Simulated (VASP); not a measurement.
Output of a VASP run:

### OUTCAR
```
 ion  position               nearest neighbor table
   1  0.000  0.000  0.000-
  LATTYP: Found a face centered cubic cell.
 ALAT       =     4.5443621280
 Subroutine PRICEL returns:
 Original cell was already a primitive cell.
 Subroutine GETGRP returns: Found 48 space group operations
The static configuration has the point symmetry O_h .
The dynamic configuration has the point symmetry O_h .
 Subroutine INISYM returns: Found 48 space group operations
 Subroutine IBZKPT returns following result:
 Found    104 irreducible k-points:

 Following reciprocal coordinates:
            Coordinates               Weight
  0.000000  0.000000  0.000000      1.000000
  0.071429  0.000000  0.000000      8.000000
  0.142857  0.000000  0.000000      8.000000
  0.214286  0.000000  0.000000      8.000000
  0.285714  0.000000  0.000000      8.000000
  0.357143  0.000000  0.000000      8.000000
  0.428571  0.000000  0.000000      8.000000
  0.500000  0.000000  0.000000      4.000000
  0.071429  0.071429  0.000000      6.000000
  0.142857  0.071429  0.000000     24.000000
  0.214286  0.071429  0.000000     24.000000
  0.285714  0.071429  0.000000     24.000000
  0.357143  0.071429  0.000000     24.000000
  0.428571  0.071429  0.000000     24.000000
  0.500000  0.071429  0.000000     24.000000
 -0.428571  0.071429  0.000000     24.000000
 -0.357143  0.071429  0.000000     24.000000
 -0.285714  0.071429  0.000000     24.000000
 -0.214286  0.071429  0.000000     24.000000
 -0.142857  0.071429  0.000000     24.000000
 -0.071429  0.071429  0.000000     12.000000
  0.142857  0.142857  0.000000      6.000000
  0.214286  0.142857  0.000000     24.000000
  0.285714  0.142857  0.000000     24.000000
  0.357143  0.142857  0.000000     24.000000
  0.428571  0.142857  0.000000     24.000000
  0.500000  0.142857  0.000000     24.000000
 -0.428571  0.142857  0.000000     24.000000
 -0.357143  0.142857  0.000000     24.000000
 -0.285714  0.142857  0.000000     24.000000
 -0.214286  0.142857  0.000000     24.000000
 -0.142857  0.142857  0.000000     12.000000
  0.214286  0.214286  0.000000      6.000000
  0.285714  0.214286  0.000000     24.000000
  0.357143  0.214286  0.000000     24.000000
  0.428571  0.214286  0.000000     24.000000
  0.500000  0.214286  0.000000     24.000000
 -0.428571  0.214286  0.000000     24.000000
 -0.357143  0.214286  0.000000     24.000000
 -0.285714  0.214286  0.000000     24.000000
   k-points           NKPTS =    104   k-points in BZ     NKDIM =    104   number of bands    NBANDS=      9
   number of dos      NEDOS =    301   number of ions     NIONS =      1
   total plane-waves  NPLWV =  13824
   dimension x,y,z NGX =    24 NGY =   24 NGZ =   24
   dimension x,y,z NGXF=    48 NGYF=   48 NGZF=   48
   ions per type =               1
   PREC   = accura    normal or accurate (medium, high low for compatibility)
   ISTART =      0    job   : 0-new  1-cont  2-samecut
   ICHARG =      2    charge: 1-file 2-atom 10-const
   ISPIN  =      1    spin polarized calculation?
   LNONCOLLINEAR =      F non collinear calculations
   LSORBIT =      F    spin-orbit coupling
   INIWAV =      1    electr: 0-lowe 1-rand  2-diag
   ENCUT  =  500.0 eV  36.75 Ry    6.06 a.u.   5.86  5.86  5.86*2*pi/ulx,y,z
   NELM   =    100;   NELMIN=  2; NELMDL= -5     # of ELM steps
   EDIFF  = 0.1E-05   stopping-criterion for ELM
   LREAL  =      F    real-space projection
   NLSPLINE    = F    spline interpolate recip. space projectors
   LMAXMIX     =    4 max onsite mixed and CHGCAR
   VOSKOWN=      0    Vosko Wilk Nusair interpolation
   EDIFFG = -.2E-01   stopping-criterion for IOM
   NSW    =     40    number of steps for IOM
   NBLOCK =      1;   KBLOCK =     40    inner block; outer block
   IBRION =      2    ionic relax: 0-MD 1-quasi-New 2-CG
   NFREE  =      1    steps in history (QN), initial steepest desc. (CG)
...
```

OSZICAR:
```
       N       E                     dE             d eps       ncg     rms          rms(c)
DAV:   1     0.332346095277E+02    0.33235E+02   -0.56925E+03  1904   0.105E+03
DAV:   2     0.434355183545E+00   -0.32800E+02   -0.32187E+02  2402   0.174E+02
DAV:   3    -0.280329750749E+00   -0.71468E+00   -0.69936E+00  2372   0.211E+01
DAV:   4    -0.296743193787E+00   -0.16413E-01   -0.16407E-01  2535   0.261E+00
DAV:   5    -0.297264553972E+00   -0.52136E-03   -0.52137E-03  2290   0.290E-01    0.190E+01
DAV:   6    -0.232885465620E+00    0.64379E-01   -0.73528E-02  2522   0.182E+00    0.111E+01
DAV:   7    -0.215383941440E+00    0.17502E-01   -0.10105E-01  2555   0.194E+00    0.105E+00
DAV:   8    -0.215585762980E+00   -0.20182E-03   -0.64645E-03  2026   0.735E-01    0.334E-01
DAV:   9    -0.215532258034E+00    0.53505E-04   -0.19871E-04  2554   0.123E-01    0.870E-02
DAV:  10    -0.215530071843E+00    0.21862E-05   -0.14781E-05  2111   0.549E-02    0.220E-02
DAV:  11    -0.215529869307E+00    0.20254E-06   -0.12488E-06  1738   0.611E-03
   1 F= 0.41775538E+01 E0= 0.41779518E+01  d E =0.417755E+01
       N       E                     dE             d eps       ncg     rms          rms(c)
DAV:   1    -0.181917074679E+00    0.33613E-01   -0.16359E-01  2618   0.331E+00    0.834E-01
DAV:   2    -0.175558057293E+00    0.63590E-02   -0.11181E-02  2474   0.840E-01    0.236E-01
DAV:   3    -0.174426958654E+00    0.11311E-02   -0.64679E-03  2559   0.535E-01    0.169E-01
DAV:   4    -0.174634914164E+00   -0.20796E-03   -0.13861E-04  2900   0.901E-02    0.999E-02
DAV:   5    -0.174809585472E+00   -0.17467E-03   -0.35685E-04  2800   0.127E-01    0.241E-02
DAV:   6    -0.174814429999E+00   -0.48445E-05   -0.33721E-06  1845   0.263E-02    0.446E-03
DAV:   7    -0.174815103094E+00   -0.67309E-06   -0.47142E-07   993   0.710E-03
   2 F= 0.41774551E+01 E0= 0.41778103E+01  d E =-.986715E-04
       N       E                     dE             d eps       ncg     rms          rms(c)
DAV:   1    -0.192313323777E+00   -0.17499E-01   -0.26121E-02  2607   0.132E+00    0.342E-01
DAV:   2    -0.191295142452E+00    0.10182E-02   -0.18190E-03  2497   0.340E-01    0.944E-02
DAV:   3    -0.191114603484E+00    0.18054E-03   -0.10343E-03  2561   0.213E-01    0.732E-02
DAV:   4    -0.191149982000E+00   -0.35379E-04   -0.28774E-05  2924   0.406E-02    0.369E-02
DAV:   5    -0.191168284655E+00   -0.18303E-04   -0.55195E-05  2707   0.505E-02    0.890E-03
DAV:   6    -0.191167824281E+00    0.46037E-06   -0.36663E-07   985   0.793E-03
   3 F= 0.41773736E+01 E0= 0.41777513E+01  d E =-.180206E-03
```

**OUTCAR**
```
------------------------ aborting loop because EDIFF is reached ----------------------------------------
  FORCE on cell =-STRESS in cart. coord.  units (eV):
  Direction    XX          YY          ZZ          XY          YZ          ZX
  --------------------------------------------------------------------------------------
  Total        4.3686199      4.3686199      4.3686199     -0.0000000      0.0000000     -0.0000000
  in kB      300.0053862    300.0053862    300.0053862     -0.0000000      0.0000000     -0.0000000
  external PRESSURE =       0.0053862 kB  Pullay stress =     300.0000000 kB
  volume of cell :       23.33
      direct lattice vectors                 reciprocal lattice vectors
    -0.000000000  2.267941931  2.267941931    -0.220464199  0.220464199  0.220464199
     2.267941931  0.000000000  2.267941931     0.220464199 -0.220464199  0.220464199
     2.267941931  2.267941931  0.000000000     0.220464199  0.220464199 -0.220464199
 POSITION                                       TOTAL-FORCE (eV/Angst)
 -----------------------------------------------------------------------------------
      0.00000      0.00000      0.00000        -0.000000     -0.000000     -0.000000
 -----------------------------------------------------------------------------------
    total drift:                               -0.000000     -0.000000     -0.000000
  FREE ENERGIE OF THE ION-ELECTRON SYSTEM (eV)
  ---------------------------------------------------
  free  energy   TOTEN  =        -0.1911678243 eV

  energy  without entropy=       -0.1900346900  energy(sigma->0) =       -0.19079011
  enthalpy is  TOTEN    =         4.1773736120 eV   P V=        4.3685414362

 reached required accuracy - stopping structural energy minimisation
```
(Selected blocks of OUTCAR.)

### POSCAR
```
Sr
1
   -0.0000000000     2.2721810640     2.2721810640
    2.2721810640     0.0000000000     2.2721810640
    2.2721810640     2.2721810640    -0.0000000000
Sr
1
Direct
  0.0000000000   0.0000000000   0.0000000000
```

Reconstruct the remaining input files.

Several could match; the one computed here: the input of the run itself, PBEsol GGA, plane waves, VASP's PBE PAW potentials (set 64).

### KPOINTS
```
kpoints
0
gamma
14 14 14
```

INCAR:
```
# general
SYSTEM  = Sr
PREC    = Accurate
ENCUT   = 500   # plane-wave cut-off (eV)
LREAL   = .FALSE.   # projection in real space or not
LASPH   = .TRUE.   # aspherical one-centre terms

# electronic loop
EDIFF   = 1E-6   # SCF stop (eV)
NELM    = 100
ALGO    = Normal   # blocked Davidson
LMAXMIX = 4   # l cut-off of mixed one-centre charges

# smearing
ISMEAR  = 1   # Methfessel-Paxton
SIGMA   = 0.1   # width (eV)

# functional
GGA     = PS   # PBEsol

# ions
IBRION  = 2   # conjugate gradients
NSW     = 40   # most ionic steps
ISIF    = 3   # ions, shape and volume
EDIFFG  = -0.02
PSTRESS = 300

# output
LWAVE   = .FALSE.
LCHARG  = .FALSE.
```

POTCAR, in this order: Sr_sv (PBE.64 set). Program: vasp_std.

The compound is Sr in the fcc structure. This run relaxes it under an external pressure of 30 GPa. Symmetry was kept, so distortions that lower it aren't found.
